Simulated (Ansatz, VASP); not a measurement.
# ZnS: VASP beside Ansatz

Aim: how closely do two programs agree when they are given the same cell, functional and k mesh? The cell is taken from a series of runs on this material, whose earlier steps may have relaxed, scaled, displaced or heated it; both programs get it as it stands.

Main program and level: Ansatz 0.2.0; plane waves, with VASP 6.6.1 beside it; PBE.

## Step 1: Starting point

Symmetry: F-43m, No. 216, cubic system. Conventional cell: a = 5.407 Å, b = 5.407 Å, c = 5.407 Å, α = 90.00°, β = 90.00°, γ = 90.00°. Nearest to S lie 4 Zn at 2.34 Å. Nearest to Zn lie 4 S at 2.34 Å. Farther neighbours and most contacts between anions are not listed.

Structure file:

```
S Zn
1.0
     0.00000    2.70356    2.70356
     2.70356    0.00000    2.70356
     2.70356    2.70356    0.00000
S Zn
1 1
Cartesian
  0.0000 0.0000 0.0000
  4.0553 4.0553 4.0553
```

## Step 2: VASP: zone-centre phonons, PBE, pair 1

Second derivatives magnify differences that forces hide, and they need a tight electronic threshold.

Lines of VASP's logs that name or quote its potential files are left out, and so is its time.

The input, INCAR:

```
SYSTEM = ZnS
PREC = Accurate
ENCUT = 500
EDIFF = 1E-08
NELM = 120
ISMEAR = 0
SIGMA = 0.01
LREAL = .FALSE.
ALGO = Normal
GGA = PE
NBANDS = 15
LORBIT = 11
LWAVE = .FALSE.
LCHARG = .FALSE.
ISIF = 2
IBRION = 8
LEPSILON = .TRUE.
LASPH = .TRUE.
GGA_COMPAT = .FALSE.
EFERMI = MIDGAP
KPAR = 2
```

The input, POSCAR:

```
ZnS
1.0
    0.0000000000      2.7035629739      2.7035629739
    2.7035629739      0.0000000000      2.7035629739
    2.7035629739      2.7035629739      0.0000000000
S Zn
1 1
Direct
    0.0000000000      0.0000000000      0.0000000000
    0.7500000000      0.7500000000      0.7500000000
```

The input, KPOINTS:

```
Automatic mesh
0
Gamma
12 12 12
0 0 0
```

The projector-augmented-wave data sets are S and Zn (PBE family, release 64).

Launch:

```
> mpirun -np 2 vasp_std
```

Numbers of over 12 decimals in the logs are rounded to 6 here.

The log of the run:

```text
[banner, memory and clock lines left out]
running    2 mpi-ranks, on    1 nodes
 distrk:  each k-point on    1 cores,    2 groups
 distr:  one band on    1 cores,    1 groups

 POSCAR found type information on POSCAR S Zn
 POSCAR found :  2 types and       2 ions
 LDA part: xc-table for (Slater+PW92), standard interpolation
 POSCAR, INCAR and KPOINTS ok, starting setup
 FFT: planning ... GRIDC
 FFT: planning ... GRID_SOFT
 FFT: planning ... GRID
 WAVECAR not read
 entering main loop
       N       E                     dE             d eps       ncg     rms          rms(c)
DAV:   1     0.823150476156E+02    0.82315E+02   -0.84332E+03  2160   0.139E+03
DAV:   2    -0.189032075283E+01   -0.84205E+02   -0.79005E+02  2419   0.264E+02
DAV:   3    -0.721906588979E+01   -0.53287E+01   -0.53020E+01  2685   0.634E+01
DAV:   4    -0.727437239280E+01   -0.55307E-01   -0.55287E-01  2587   0.677E+00
DAV:   5    -0.727500716365E+01   -0.63477E-03   -0.63476E-03  2741   0.698E-01    0.684E+00
DAV:   6    -0.686744946878E+01    0.40756E+00   -0.78777E-01  3245   0.319E+01    0.532E+00
DAV:   7    -0.684809425557E+01    0.19355E-01   -0.26747E-01  2468   0.484E+00    0.274E+00
DAV:   8    -0.684744554937E+01    0.64871E-03   -0.53195E-03  2640   0.847E-01    0.741E-01
DAV:   9    -0.684770501032E+01   -0.25946E-03   -0.12457E-03  2601   0.292E-01    0.948E-02
DAV:  10    -0.684787069140E+01   -0.16568E-03   -0.20196E-04  2434   0.132E-01    0.457E-02
DAV:  11    -0.684786700918E+01    0.36822E-05   -0.29558E-05  2762   0.763E-02    0.675E-03
DAV:  12    -0.684786778146E+01   -0.77228E-06   -0.38969E-06  2903   0.232E-02    0.416E-03
DAV:  13    -0.684786775213E+01    0.29330E-07   -0.75754E-07  2476   0.983E-03    0.242E-03
DAV:  14    -0.684786774898E+01    0.31509E-08   -0.72509E-08  2741   0.233E-03
   1 F= -.68478677E+01 E0= -.68478677E+01  d E =0.000000E+00
 Linear response reoptimize wavefunctions to high precision
DAV:   1    -0.684786775518E+01   -0.61996E-08   -0.19172E-09  2068   0.122E-03
DAV:   2    -0.684786775525E+01   -0.67303E-10   -0.60204E-10  1507   0.188E-04
 Linear response G [H, r] |phi>, progress :
  Direction:   1
       N       E                     dE             d eps       ncg     rms
RMM:   1    -0.506413102980E+02   -0.50641E+02    0.11220E+02  3673   0.694E+01
RMM:   2    -0.504612768931E+02    0.18003E+00   -0.93826E+00  3751   0.248E+01
RMM:   3    -0.506480467136E+02   -0.18677E+00   -0.59246E-01  4065   0.577E+00
RMM:   4    -0.506554571221E+02   -0.74104E-02   -0.20026E-02  4145   0.115E+00
RMM:   5    -0.506557225965E+02   -0.26547E-03   -0.37116E-04  4247   0.265E-01
RMM:   6    -0.506558866075E+02   -0.16401E-03   -0.22035E-04  4272   0.693E-02
RMM:   7    -0.506558742425E+02    0.12365E-04    0.34547E-05  4318   0.201E-02
RMM:   8    -0.506558821403E+02   -0.78978E-05   -0.25522E-05  4352   0.675E-03
RMM:   9    -0.506558816866E+02    0.45364E-06    0.78411E-06  4035   0.262E-03
RMM:  10    -0.506558796338E+02    0.20528E-05    0.46297E-05  3328   0.141E-03
RMM:  11    -0.506558794182E+02    0.21567E-06    0.92267E-05  2912   0.991E-04
RMM:  12    -0.506558798314E+02   -0.41320E-06    0.66851E-05  2596   0.886E-04
RMM:  13    -0.506558796952E+02    0.13620E-06    0.10059E-04  2370   0.830E-04
RMM:  14    -0.506558798414E+02   -0.14625E-06    0.67484E-05  2227   0.839E-04
RMM:  15    -0.506558800686E+02   -0.22723E-06    0.91005E-05  2070   0.831E-04
 Linear response G [H, r] |phi>, progress :
  Direction:   2
       N       E                     dE             d eps       ncg     rms
RMM:   1    -0.519432796611E+02   -0.51943E+02    0.82327E+01  3676   0.677E+01
RMM:   2    -0.522176730948E+02   -0.27439E+00   -0.83971E+00  3713   0.236E+01
RMM:   3    -0.523487710203E+02   -0.13110E+00   -0.48739E-01  4028   0.525E+00
RMM:   4    -0.523544584432E+02   -0.56874E-02   -0.16676E-02  4166   0.105E+00
RMM:   5    -0.523546977840E+02   -0.23934E-03   -0.43999E-04  4211   0.249E-01
RMM:   6    -0.523548354699E+02   -0.13769E-03   -0.16330E-04  4268   0.650E-02
RMM:   7    -0.523548220279E+02    0.13442E-04    0.74735E-05  4282   0.189E-02
RMM:   8    -0.523548304457E+02   -0.84178E-05    0.16337E-05  4317   0.661E-03
RMM:   9    -0.523548285797E+02    0.18660E-05    0.45055E-05  3991   0.262E-03
RMM:  10    -0.523548303191E+02   -0.17393E-05    0.28931E-05  3291   0.147E-03
RMM:  11    -0.523548310443E+02   -0.72524E-06    0.10340E-06  2837   0.997E-04
RMM:  12    -0.523548311445E+02   -0.10021E-06    0.27500E-05  2541   0.895E-04
RMM:  13    -0.523548310813E+02    0.63175E-07    0.39983E-06  2368   0.840E-04
RMM:  14    -0.523548311485E+02   -0.67156E-07    0.19526E-05  2259   0.836E-04
RMM:  15    -0.523548315133E+02   -0.36484E-06    0.44401E-06  2108   0.820E-04
 Linear response G [H, r] |phi>, progress :
  Direction:   3
       N       E                     dE             d eps       ncg     rms
RMM:   1    -0.383094169700E+02   -0.38309E+02    0.24554E+02  3461   0.754E+01
[...]
RMM:   5    -0.659405866476E+00   -0.22031E-06   -0.40899E-06  3994   0.753E-03
RMM:   6    -0.659405932958E+00   -0.66482E-07   -0.73050E-07  3988   0.228E-03
RMM:   7    -0.659405941976E+00   -0.90176E-08   -0.11834E-07  3622   0.790E-04
RMM:   8    -0.659405943230E+00   -0.12540E-08   -0.15700E-08  2599   0.309E-04
[...]
RMM:  10    -0.581100898710E+00   -0.73844E-05   -0.27809E-08 15908   0.515E-04    0.246E-04
RMM:  11    -0.581098237789E+00    0.26609E-05   -0.47387E-09 14424   0.355E-04    0.219E-05
RMM:  12    -0.581097867444E+00    0.37035E-06   -0.11470E-08 11225   0.761E-05    0.113E-05
RMM:  13    -0.581097941336E+00   -0.73892E-07    0.39470E-09  7322   0.407E-05    0.192E-06
 change of polarisation eV/A/(eV/A) component  1 :     1.073     0.203     0.126
 dielectric tensor                  component  1 :     5.912     0.930     0.578
 Linear response to external field, progress :
  Direction:   2
       N       E                     dE             d eps       ncg     rms          rms(c)
RMM:   1    -0.549764724527E+00   -0.54976E+00   -0.21091E+00 11291   0.370E+00
RMM:   2    -0.578376661920E+00   -0.28612E-01   -0.14620E-02 15179   0.823E-01    0.146E+00
RMM:   3    -0.548627834368E+00    0.29749E-01   -0.27699E-02 14712   0.872E-01    0.788E-01
RMM:   4    -0.564091438884E+00   -0.15464E-01   -0.18732E-02 15037   0.743E-01    0.223E-01
RMM:   5    -0.579560148319E+00   -0.15469E-01   -0.12241E-03 14521   0.222E-01    0.545E-02
RMM:   6    -0.579736032425E+00   -0.17588E-03   -0.17054E-04 15373   0.725E-02    0.263E-02
RMM:   7    -0.581047413674E+00   -0.13114E-02   -0.38330E-05 14733   0.324E-02    0.333E-03
RMM:   8    -0.581107988699E+00   -0.60575E-04   -0.21699E-06 15582   0.680E-03    0.173E-03
RMM:   9    -0.581093063113E+00    0.14926E-04   -0.71877E-07 15431   0.238E-03    0.588E-04
RMM:  10    -0.581100455800E+00   -0.73927E-05   -0.90020E-08 15888   0.513E-04    0.246E-04
RMM:  11    -0.581097770670E+00    0.26851E-05   -0.34072E-08 14428   0.355E-04    0.220E-05
RMM:  12    -0.581097401959E+00    0.36871E-06   -0.17011E-08 11214   0.760E-05    0.113E-05
RMM:  13    -0.581097475584E+00   -0.73625E-07    0.20385E-08  7357   0.407E-05    0.194E-06
 change of polarisation eV/A/(eV/A) component  2 :     0.168     1.073     0.110
 dielectric tensor                  component  2 :     0.771     5.912     0.503
 Linear response to external field, progress :
  Direction:   3
       N       E                     dE             d eps       ncg     rms          rms(c)
RMM:   1    -0.549755364992E+00   -0.54976E+00   -0.21090E+00 11290   0.370E+00
RMM:   2    -0.578374173665E+00   -0.28619E-01   -0.14625E-02 15170   0.824E-01    0.146E+00
RMM:   3    -0.548629101128E+00    0.29745E-01   -0.27708E-02 14710   0.872E-01    0.788E-01
RMM:   4    -0.564091501611E+00   -0.15462E-01   -0.18731E-02 15028   0.742E-01    0.223E-01
RMM:   5    -0.579564180573E+00   -0.15473E-01   -0.12243E-03 14515   0.222E-01    0.546E-02
RMM:   6    -0.579733047645E+00   -0.16887E-03   -0.17154E-04 15369   0.725E-02    0.263E-02
RMM:   7    -0.581047294261E+00   -0.13142E-02   -0.38237E-05 14729   0.324E-02    0.333E-03
RMM:   8    -0.581108173998E+00   -0.60880E-04   -0.21575E-06 15594   0.681E-03    0.173E-03
RMM:   9    -0.581093042508E+00    0.15131E-04   -0.72108E-07 15402   0.238E-03    0.588E-04
RMM:  10    -0.581100432874E+00   -0.73904E-05   -0.90257E-08 15897   0.514E-04    0.246E-04
RMM:  11    -0.581097761644E+00    0.26712E-05   -0.31276E-08 14424   0.355E-04    0.220E-05
RMM:  12    -0.581097389579E+00    0.37207E-06   -0.22673E-09 11219   0.762E-05    0.113E-05
RMM:  13    -0.581097463169E+00   -0.73590E-07   -0.14095E-09  7360   0.407E-05    0.193E-06
 change of polarisation eV/A/(eV/A) component  3 :     0.139     0.190     1.073
 dielectric tensor                  component  3 :     0.638     0.870     5.912
 Linear response DOF=           2
 Linear response progress:
  Degree of freedom:   1/  2
       N       E                     dE             d eps       ncg     rms          rms(c)
RMM:   1    -0.106981972808E+00   -0.10698E+00    0.51788E-02 20912   0.222E+00
RMM:   2    -0.104733921660E+00    0.22481E-02   -0.47903E-03 13610   0.636E-01    0.163E-01
RMM:   3    -0.105209706259E+00   -0.47578E-03   -0.28623E-04 14485   0.135E-01    0.817E-02
RMM:   4    -0.105725202358E+00   -0.51550E-03   -0.47099E-05 14787   0.500E-02    0.164E-02
RMM:   5    -0.105772859763E+00   -0.47657E-04   -0.22598E-06 15234   0.137E-02    0.965E-03
RMM:   6    -0.105759778520E+00    0.13081E-04    0.16112E-07 15016   0.378E-03    0.518E-03
RMM:   7    -0.105763614511E+00   -0.38360E-05   -0.15485E-07 14297   0.151E-03    0.360E-04
RMM:   8    -0.105762921212E+00    0.69330E-06   -0.14632E-09 15482   0.367E-04    0.676E-05
RMM:   9    -0.105762290657E+00    0.63056E-06   -0.80912E-09 14768   0.146E-04    0.570E-05
RMM:  10    -0.105762586606E+00   -0.29595E-06   -0.40716E-09 15585   0.490E-05    0.125E-05
RMM:  11    -0.105762660257E+00   -0.73651E-07   -0.11932E-08 15610   0.212E-05    0.823E-06
RMM:  12    -0.105762653249E+00    0.70078E-08   -0.87047E-09 14326   0.744E-06    0.684E-07
 first order change of Fermi-energy   0.29148E+00
 force on displaced ion       1 direction 1 :  -5.786  -0.000  -0.000
 Born effective charge ion    1 direction 1 :  -2.009   0.000   0.000
 Linear response progress:
  Degree of freedom:   2/  2
       N       E                     dE             d eps       ncg     rms          rms(c)
RMM:   1    -0.211467837736E+00   -0.21147E+00   -0.82129E-03 11860   0.207E+00
RMM:   2    -0.209662103304E+00    0.18057E-02   -0.28159E-03 13480   0.420E-01    0.113E-01
RMM:   3    -0.209385539537E+00    0.27656E-03   -0.48955E-05 15863   0.618E-02    0.666E-02
RMM:   4    -0.208997351319E+00    0.38819E-03   -0.11877E-05 15477   0.293E-02    0.295E-03
RMM:   5    -0.208985842443E+00    0.11509E-04    0.31657E-07 16429   0.403E-03    0.161E-03
RMM:   6    -0.208986001725E+00   -0.15928E-06   -0.13406E-07 15735   0.230E-03    0.365E-04
RMM:   7    -0.208985735563E+00    0.26616E-06    0.70075E-08 16624   0.428E-04    0.121E-04
RMM:   8    -0.208985379238E+00    0.35633E-06    0.22257E-09 16005   0.269E-04    0.419E-05
RMM:   9    -0.208985224649E+00    0.15459E-06    0.51085E-09 16533   0.750E-05    0.767E-06
RMM:  10    -0.208985262143E+00   -0.37494E-07    0.16829E-09 16842   0.202E-05    0.372E-06
RMM:  11    -0.208985283875E+00   -0.21732E-07    0.43333E-11 16018   0.127E-05    0.755E-07
RMM:  12    -0.208985283481E+00    0.39396E-09    0.15327E-10 11182   0.601E-06    0.364E-07
 first order change of Fermi-energy  -0.29123E+00
 force on displaced ion       2 direction 1 :  -5.785   0.000   0.000
 Born effective charge ion    2 direction 1 :   2.008   0.000   0.000
 Born effective charges drift removed
 Linear response finished
```

From OUTCAR (step 2):

```text
ion  position               nearest neighbor table
   1  0.000  0.000  0.000-   2 2.34   2 2.34   2 2.34   2 2.34
   2  0.750  0.750  0.750-   1 2.34   1 2.34   1 2.34   1 2.34

  LATTYP: Found a face centered cubic cell.
 ALAT       =     5.4071259478

 Subroutine GETGRP returns: Found 24 space group operations
 (whereof 24 operations were pure point group operations)

The static configuration has the point symmetry T_d .

 Found     72 irreducible k-points:

   k-points           NKPTS =     72   k-points in BZ     NKDIM =     72   number of bands    NBANDS=     15

   dimension x,y,z NGX =    28 NGY =   28 NGZ =   28
   dimension x,y,z NGXF=    56 NGYF=   56 NGZF=   56

   ENCUT  =  500.0 eV  36.75 Ry    6.06 a.u.   6.97  6.97  6.97*2*pi/ulx,y,z

   NELECT =      18.0000    total number of electrons

 k-points in reciprocal lattice and weights: Automatic mesh
   0.00000000  0.00000000  0.00000000       0.001
   0.08333333  0.00000000  0.00000000       0.005
   0.16666667  0.00000000  0.00000000       0.005
   0.25000000  0.00000000  0.00000000       0.005
   0.33333333  0.00000000  0.00000000       0.005
   0.41666667  0.00000000  0.00000000       0.005
   0.50000000  0.00000000  0.00000000       0.002
   0.08333333  0.08333333  0.00000000       0.003
   0.16666667  0.08333333  0.00000000       0.014
[...]
-0.33333333  0.50000000  0.16666667       0.007
  -0.25000000  0.50000000  0.25000000       0.003

 average (electrostatic) potential at core
       1 -88.5904       2 -36.2687

  Total        0.4009002      0.4009002      0.4009002      0.0000000     -0.0000000     -0.0000000
  in kB       16.2520199     16.2520199     16.2520199      0.0000000     -0.0000000     -0.0000000
  external PRESSURE =      16.2520199 kB  Pullay stress =       0.0000000 kB

  energy-cutoff  :      500.00
  volume of cell :       39.52
      direct lattice vectors                 reciprocal lattice vectors
     0.000000000  2.703562974  2.703562974    -0.184941133  0.184941133  0.184941133
     2.703562974  0.000000000  2.703562974     0.184941133 -0.184941133  0.184941133
     2.703562974  2.703562974  0.000000000     0.184941133  0.184941133 -0.184941133

 POSITION                                       TOTAL-FORCE (eV/Angst)
 -----------------------------------------------------------------------------------
      0.00000      0.00000      0.00000         0.000000      0.000000     -0.000000
      4.05534      4.05534      4.05534        -0.000000     -0.000000      0.000000
 -----------------------------------------------------------------------------------
    total drift:                                0.000000      0.000000      0.000000

 MACROSCOPIC STATIC DIELECTRIC TENSOR (including local field effects in DFT)
 ------------------------------------------------------
           5.912331    -0.000000     0.000000
           0.000000     5.912331     0.000000
          -0.000000    -0.000000     5.912331
 ------------------------------------------------------

 PIEZOELECTRIC TENSOR (including local field effects)  for field in x, y, z        (C/m^2)
          XX          YY          ZZ          XY          YZ          ZX
  --------------------------------------------------------------------------------
  x     0.00000    -0.00000    -0.00000     0.00000    -0.67817     0.00000
  y     0.00000     0.00000    -0.00000     0.00000     0.00000    -0.67817
  z    -0.00000    -0.00000     0.00000    -0.67817     0.00000     0.00000

 BORN EFFECTIVE CHARGES (including local field effects) (in |e|, cummulative output)
 ---------------------------------------------------------------------------------
 ion    1
    1    -2.00844     0.00000     0.00000
    2     0.00000    -2.00844    -0.00000
    3     0.00000     0.00000    -2.00844
 ion    2
    1     2.00844    -0.00000    -0.00000
    2    -0.00000     2.00844     0.00000
    3     0.00000    -0.00000     2.00844

 Eigenvectors and eigenvalues of the dynamical matrix
 ----------------------------------------------------

   1 f  =    8.106646 THz    50.935556 2PiTHz  270.408589 cm-1    33.526377 meV
             X         Y         Z           dx          dy          dz
      0.000000  0.000000  0.000000     0.000000    0.819156    0.000000
      4.055344  4.055344  4.055344     0.000000   -0.573571    0.000000

   2 f  =    8.106646 THz    50.935556 2PiTHz  270.408589 cm-1    33.526377 meV
             X         Y         Z           dx          dy          dz
      0.000000  0.000000  0.000000     0.819156    0.000000    0.000000
      4.055344  4.055344  4.055344    -0.573571    0.000000    0.000000

   3 f  =    8.106646 THz    50.935556 2PiTHz  270.408589 cm-1    33.526377 meV
             X         Y         Z           dx          dy          dz
      0.000000  0.000000  0.000000     0.000000    0.000000    0.819156
      4.055344  4.055344  4.055344     0.000000    0.000000   -0.573571

   4 f/i=    0.000406 THz     0.002550 2PiTHz    0.013536 cm-1     0.001678 meV
             X         Y         Z           dx          dy          dz
      0.000000  0.000000  0.000000    -0.573571    0.000000    0.000000
      4.055344  4.055344  4.055344    -0.819156    0.000000    0.000000

   5 f/i=    0.000406 THz     0.002550 2PiTHz    0.013536 cm-1     0.001678 meV
             X         Y         Z           dx          dy          dz
      0.000000  0.000000  0.000000     0.000000   -0.573571    0.000000
      4.055344  4.055344  4.055344     0.000000   -0.819156    0.000000

   6 f/i=    0.000406 THz     0.002550 2PiTHz    0.013536 cm-1     0.001678 meV
             X         Y         Z           dx          dy          dz
      0.000000  0.000000  0.000000     0.000000    0.000000   -0.573571
      4.055344  4.055344  4.055344     0.000000    0.000000   -0.819156

 MACROSCOPIC STATIC DIELECTRIC TENSOR IONIC CONTRIBUTION
 ------------------------------------------------------
           3.192490    -0.000000    -0.000000
          -0.000000     3.192490    -0.000000
          -0.000000    -0.000000     3.192490
 ------------------------------------------------------

 ELASTIC MODULI CONTR FROM IONIC RELAXATION (kBar)
 Direction    XX          YY          ZZ          XY          YZ          ZX
 --------------------------------------------------------------------------------
 XX          -0.0000     -0.0000     -0.0000      0.0000      0.0000     -0.0000
 YY          -0.0000     -0.0000     -0.0000      0.0000      0.0000      0.0000
 ZZ          -0.0000     -0.0000     -0.0000      0.0000      0.0000     -0.0000
 XY           0.0000      0.0000      0.0000   -211.5890      0.0000      0.0000
 YZ           0.0000      0.0000      0.0000      0.0000   -211.5890      0.0000
 ZX          -0.0000      0.0000     -0.0000      0.0000      0.0000   -211.5890
 --------------------------------------------------------------------------------

 PIEZOELECTRIC TENSOR IONIC CONTR  for field in x, y, z        (C/m^2)
          XX          YY          ZZ          XY          YZ          ZX
  --------------------------------------------------------------------------------
  x    -0.00000    -0.00000    -0.00000    -0.00000     0.77336    -0.00000
  y     0.00000    -0.00000     0.00000     0.00000    -0.00000     0.77336
  z    -0.00000    -0.00000    -0.00000     0.77336     0.00000    -0.00000
```

The gap is read on the k-mesh alone, so it is an upper bound where the band edges lie off the mesh. Energies printed during the response cycles are not total energies of the cell. The dielectric response converges more slowly with the mesh than energies do, so tensor and charges may still move on a finer one.

(Part 1 of 2 ends here.)

[Lines on the potential files, build, host, timing and source positions are cut from VASP's logs without a mark.]

[Logs are printed without paths, hosts, clocks, repeated set-up lines and the standing remarks that a program may print on its own settings, such as how far it seeks lower states.]

[Hosts, paths, dates, database ids (printed as entryN), source tags and the programs' standing remarks are cut or masked in the printed files.]
